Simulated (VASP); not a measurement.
The system is AgF4.

```
Ag F
1.0
     3.62064    0.00000    0.00000
     0.00000    3.62064    0.00000
     0.00000    0.00000    5.29941
Ag F
1 4
Direct
  0.00000 0.00000 0.00000
  0.50000 0.00000 0.22666
  0.00000 0.50000 0.77334
  0.50000 0.00000 0.77334
  0.00000 0.50000 0.22666
```

The cell was built by a generator and needn't be a form met in nature.

```yaml
Program: VASP 6.6.1
Task: relaxation of the atoms
Functional: RPBE
Potentials_or_basis: VASP PAW PBE potentials, release 64 (Ag, F)
Cutoff: 520 eV
k_mesh: 7 × 7 × 5
Occupations: gaussian, width 0.05 eV
Spin: no spin polarisation
```

At the start: pressure 3.7 GPa; volume 13.89 Å³/atom.

Question: Where does the relaxation end?

Answer: Over 3 steps the energy falls by 2.0 meV/atom; space group P4/mmm (No. 123, to 0.05 Å).

Step by step:
```
step  energy change (eV)  largest force (eV/Å)  pressure (GPa)
   1              0.0000                0.2063            3.66
   2             -0.0065                0.1208            3.20
   3             -0.0101                0.0034            2.52
```

Final structure:
```xyz
5
Lattice="3.6206 0.0000 0.0000 0.0000 3.6206 0.0000 0.0000 0.0000 5.2994" Properties=species:S:1:pos:R:3 pbc="T T T"
Ag    0.0000    0.0000    0.0000
F     1.8103    0.0000    1.2266
F     0.0000    1.8103    4.0729
F     1.8103    0.0000    4.0729
F     0.0000    1.8103    1.2266
```

Caveat: the PAW data sets were made with another functional, which shifts forces and pressure a little; an odd number of electrons without spin polarisation forces a metal; a magnetic or distorted state may lie lower.
